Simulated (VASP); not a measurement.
Crystal: InSb2As3.

```
In Sb As
1.0
     4.21107    0.00000    0.00000
    -2.10554    3.64690    0.00000
     0.00000    0.00000    9.77108
In Sb As
1 2 3
Direct
  0.00000 0.00000 0.50000
  0.33333 0.66667 0.13276
  0.66667 0.33333 0.86724
  0.33333 0.66667 0.40539
  0.66667 0.33333 0.59461
  0.00000 0.00000 0.00000
```

The cell was built by a generator and needn't be a form met in nature.

```yaml
Program: VASP 6.6.1
Task: relaxation of cell and atoms
Functional: PBE
Potentials_or_basis: VASP PAW PBE potentials, release 64 (In_d, Sb, As)
Cutoff: 520 eV
k_mesh: 4 × 4 × 2
Occupations: gaussian, width 0.15 eV
Spin: no spin polarisation
```

At the start: pressure 13.4 GPa; volume 25.01 Å³/atom.

Problem. Where does the relaxation end?

Solution. Over 18 steps the energy falls by 303.5 meV/atom and the volume is 28.91 Å³/atom (+15.6 %); space group P-3m1 (No. 164, to 0.05 Å).

The path:
```tsv
step	energy change (eV)	largest force (eV/Å)	pressure (GPa)	volume (Å³)
1	0.0000	2.7109	13.38	150.06
2	-1.3489	0.6304	-3.64	200.12
3	-1.4907	0.8859	-0.52	184.39
4	-1.4911	0.8572	-0.83	185.61
5	-1.5580	0.4887	-0.22	182.87
6	-1.5656	0.3028	0.43	181.39
7	-1.6194	0.2681	0.27	181.29
8	-1.7055	0.5481	-0.34	180.79
9	-1.7578	0.2855	-0.68	179.63
10	-1.7607	0.2414	-0.66	179.32
11	-1.7608	0.2649	-0.75	179.23
12	-1.7759	0.2767	-0.35	176.78
13	-1.7818	0.3063	0.98	171.44
14	-1.7843	0.2971	0.67	173.11
15	-1.7960	0.2705	0.54	172.90
16	-1.8161	0.1737	0.36	172.24
17	-1.8173	0.1284	0.32	172.00
18	-1.8209	0.0307	0.10	173.46
```

Final structure:
```
In Sb As
1.0
     4.24536    0.00000    0.00000
    -2.12268    3.67659    0.00000
     0.00000    0.00000   11.11340
In Sb As
1 2 3
Cartesian
  0.0000 0.0000 5.5567
  0.0000 2.4511 1.6213
  2.1227 1.2255 9.4921
  0.0000 2.4511 4.1843
  2.1227 1.2255 6.9291
  0.0000 0.0000 0.0000
```

Caveat: the k mesh is coarse (spacing up to 0.43 Å⁻¹), so the values aren't converged; the volume moved by over 15 % at a fixed basis, so the end points are rough.
